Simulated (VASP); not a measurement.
Calculation: LDA (Ceperley-Alder, Perdew-Zunger), VASP's LDA PAW potentials (set 64) (plane waves; VASP).

VASP ran on this input.

INCAR:
```
PREC = Accurate
LREAL = F
EDIFF = 1E-6
ISMEAR = 0
LMAXMIX = 4
SIGMA = 0.05
LASPH = T   # aspherical one-centre terms
NELM = 100
ENCUT = 300   # plane-wave cut-off (eV)
ALGO = Normal
LCHARG = F
SYSTEM = Sr(AgSn)2
ISIF = 2
LWAVE = F
```

File POSCAR:
```
Sr(AgSn)2
1
   -2.3550300000     2.3550300000     5.8031050000
    2.3550300000    -2.3550300000     5.8031050000
    2.3550300000     2.3550300000    -5.8031050000
Sr Ag Sn
1 2 2
Direct
  0.0000000000   0.0000000000   0.0000000000
  0.2500000000   0.7500000000   0.5000000000
  0.7500000000   0.2500000000   0.5000000000
  0.3788100000   0.3788100000   0.0000000000
  0.6211900000   0.6211900000   0.0000000000
```

**KPOINTS**
```
kpoints
0
gamma
7 7 7
```

POTCAR, in this order: Sr_sv Ag Sn_d (LDA.64 set). Program: vasp_std.

Question: What will the output report for the number of irreducible k-points (NKPTS), largest plane-wave count, number of space-group operations, FFT grid (NGX, NGY, NGZ)?

Answer: 
- number of irreducible k-points (NKPTS) = 40
- largest plane-wave count = 1541
- number of space-group operations = 16
- FFT grid (NGX, NGY, NGZ) = 40 × 40 × 40

The structure comes from a computed database's Ag2Sn2Sr entry (I4/mmm); how it stands against other phases isn't given here. The cell was not relaxed at this level. The run is one of a series of settings (KPOINTS 7×7×7 Γ-centred mesh against the base run), some of them coarse on purpose.
